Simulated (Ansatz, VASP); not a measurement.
# Two plane-wave programs on HgMo

```
CELL_PARAMETERS angstrom
2.80618 0.00000 0.00000
0.00000 2.80618 0.00000
0.00000 0.00000 4.56347
ATOMIC_POSITIONS crystal
Hg 0.50000 0.50000 0.50000
Mo 0.00000 0.00000 0.00000
```

Alike in both runs: functional PBE; k mesh 6 × 6 × 4; occupations gaussian, width 0.1 eV; no spin polarisation.

Ansatz relaxed the structure, and its values are those at the end. VASP's run is a single point on that final structure, the one shown.

|  | VASP | Ansatz |
| --- | --- | --- |
| version | VASP 6.6.1 | Ansatz 0.2.0 |
| potentials or method | VASP PAW PBE potentials, release 64 (Hg, Mo_sv) | scalar-relativistic, plane waves, PAW |
| plane-wave cutoff (eV) | 520 | 420 |
| valence electrons in the cell | 26 | 34 |

```tsv
	VASP	Ansatz	Ansatz less VASP
gap on the k mesh at the Fermi level (eV)	none	none	-
pressure (GPa)	1.0	0.0	-0.97
```

A gap of «none» marks a metal or a gap that the smearing closes. The two sets of potentials don't hold the same shells in valence.

Caveats: the k mesh is coarse (spacing up to 0.37 Å⁻¹), so the values aren't converged. The runs have no spin-orbit coupling, so splittings on Hg are missing.
